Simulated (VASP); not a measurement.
Output of a VASP run:

File OSZICAR:
```
       N       E                     dE             d eps       ncg     rms          rms(c)
DAV:   1     0.323294312771E+02    0.32329E+02   -0.30287E+03   846   0.682E+02
DAV:   2    -0.667437733660E+01   -0.39004E+02   -0.38531E+02  1237   0.107E+02
DAV:   3    -0.834424782494E+01   -0.16699E+01   -0.16684E+01  1055   0.279E+01
DAV:   4    -0.836120375789E+01   -0.16956E-01   -0.17027E-01  1021   0.332E+00
DAV:   5    -0.836142489801E+01   -0.22114E-03   -0.22085E-03  1059   0.377E-01    0.253E+00
DAV:   6    -0.833979565732E+01    0.21629E-01   -0.11391E-02   896   0.582E-01    0.152E+00
DAV:   7    -0.832860519597E+01    0.11190E-01   -0.24337E-02   900   0.869E-01    0.560E-02
DAV:   8    -0.832860596598E+01   -0.77001E-06   -0.61314E-04   886   0.188E-01    0.168E-02
DAV:   9    -0.832861118710E+01   -0.52211E-05   -0.19094E-05  1065   0.360E-02    0.639E-03
DAV:  10    -0.832861046892E+01    0.71817E-06   -0.64964E-06   871   0.163E-02    0.477E-03
DAV:  11    -0.832861086263E+01   -0.39370E-06   -0.99078E-08   886   0.236E-03    0.110E-03
DAV:  12    -0.832861063801E+01    0.22462E-06   -0.26960E-08   487   0.125E-03    0.748E-05
DAV:  13    -0.832861047818E+01    0.15983E-06   -0.26225E-09   447   0.423E-04    0.165E-05
DAV:  14    -0.832861049231E+01   -0.14124E-07   -0.46188E-10   446   0.201E-04
   1 F= -.83286105E+01 E0= -.83286105E+01  d E =0.000000E+00
```

File OUTCAR:
```
------------------------ aborting loop because EDIFF is reached ----------------------------------------
  FORCE on cell =-STRESS in cart. coord.  units (eV):
  Direction    XX          YY          ZZ          XY          YZ          ZX
  --------------------------------------------------------------------------------------
  Total       -0.1500074     -0.1500074     -0.1500074      0.0000000     -0.0000000      0.0000000
  in kB       -2.9266961     -2.9266961     -2.9266961      0.0000000     -0.0000000      0.0000000
  external PRESSURE =      -2.9266961 kB  Pullay stress =       0.0000000 kB
  volume of cell :       82.12
      direct lattice vectors                 reciprocal lattice vectors
     0.000000000  3.449889653  3.449889653    -0.144932172  0.144932172  0.144932172
     3.449889653  0.000000000  3.449889653     0.144932172 -0.144932172  0.144932172
     3.449889653  3.449889653  0.000000000     0.144932172  0.144932172 -0.144932172
 POSITION                                       TOTAL-FORCE (eV/Angst)
 -----------------------------------------------------------------------------------
      5.17483      5.17483      5.17483         0.000000     -0.000000      0.000000
      3.44989      3.44989      3.44989        -0.000000      0.000000     -0.000000
 -----------------------------------------------------------------------------------
    total drift:                               -0.000000     -0.000000      0.000000
  FREE ENERGIE OF THE ION-ELECTRON SYSTEM (eV)
  ---------------------------------------------------
  free  energy   TOTEN  =        -8.3286104923 eV

  energy  without entropy=       -8.3286104923  energy(sigma->0) =       -8.32861049

 total charge

# of ion       s       p       d       tot
------------------------------------------
    1        1.247   1.112   0.025   2.385
    2        1.247   1.112   0.025   2.385
--------------------------------------------------
tot          2.494   2.224   0.050   4.769
```
(Selected blocks of OUTCAR.)

File POSCAR:
```
Sb
1
    0.0000000000     3.4498896525     3.4498896525
    3.4498896525     0.0000000000     3.4498896525
    3.4498896525     3.4498896525    -0.0000000000
Sb
2
Direct
  0.7500000000   0.7500000000   0.7500000000
  0.5000000000   0.5000000000   0.5000000000
```

Problem. Write an INCAR and KPOINTS that could have produced this output.

Solution. This is not unique; one that fits is the input of the run itself, PBEsol GGA, plane waves, VASP's PBE PAW potentials (set 64).

INCAR:
```
SYSTEM = Sb
PREC = Accurate
ENCUT = 400
EDIFF = 1E-7
NELM = 100
ALGO = Normal
LREAL = .FALSE.
LASPH = .TRUE.
ISMEAR = -5
GGA = PS
LMAXMIX = 4
LWAVE = .FALSE.
LCHARG = .TRUE.
LORBIT = 11
NEDOS = 601
ISIF = 2
```

**KPOINTS**
```
Automatic mesh
0
Gamma
10 10 10
0 0 0
```

POTCAR, in this order: Sb (PBE.64 set). Program: vasp_std.

For a metal the tetrahedron method with Blöchl corrections gives inexact stress and forces.

The structure was generated: Sb was put into the diamond type (Fd-3m), which need not be its known phase. It was relaxed first, which changed the volume by +24 %.
